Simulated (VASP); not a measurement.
## BP (zinc blende): computed properties

Method: LDA (Ceperley-Alder, Perdew-Zunger), VASP's LDA PAW potentials (set 64) (plane waves; VASP).

space group: F-43m (216)
cell: a = b = c = 4.490 Å, α = β = γ = 90.00°
volume per atom: 11.31 Å^3/atom
band gap (over mesh and band path): 1.15 eV
smallest direct gap (over mesh and band path): 3.43 eV
band-edge character: indirect, Γ to Γ-X at 0.86
density: 3.07 g/cm³
mean ε∞ (DFPT): 9.20
mean ε∞ (independent particles): 9.63
mean static ε: 9.36
optical Γ-point spectrum: 819 (×3) cm⁻¹

```cif
data_B4P4
_chemical_formula_sum 'B4 P4'
_space_group_name_H-M_alt 'F-43m'
_space_group_IT_number 216
_space_group_name_Hall 'F -4 2 3'
_cell_length_a 4.48968
_cell_length_b 4.48968
_cell_length_c 4.48968
_cell_angle_alpha 90.000
_cell_angle_beta 90.000
_cell_angle_gamma 90.000
loop_
_atom_site_label
_atom_site_type_symbol
_atom_site_symmetry_multiplicity
_atom_site_Wyckoff_symbol
_atom_site_fract_x
_atom_site_fract_y
_atom_site_fract_z
_atom_site_occupancy
B1 B 4 a 0.00000 0.00000 0.00000 1
P1 P 4 d 0.75000 0.75000 0.75000 1
```
(The calculation used a cell of 2 atoms; values per cell refer to that cell.)

Measured: a 4.525 Å at 0 K (computed value off by -0.8 %), as given by Daniel Mejia-Rodriguez et al., Physical Review B (2018), arXiv:1807.09216 [static lattice: zero-point anharmonic expansion removed].

The compound is BP in the zinc blende structure. It was relaxed first. Symmetry was kept, so distortions that lower it aren't found.
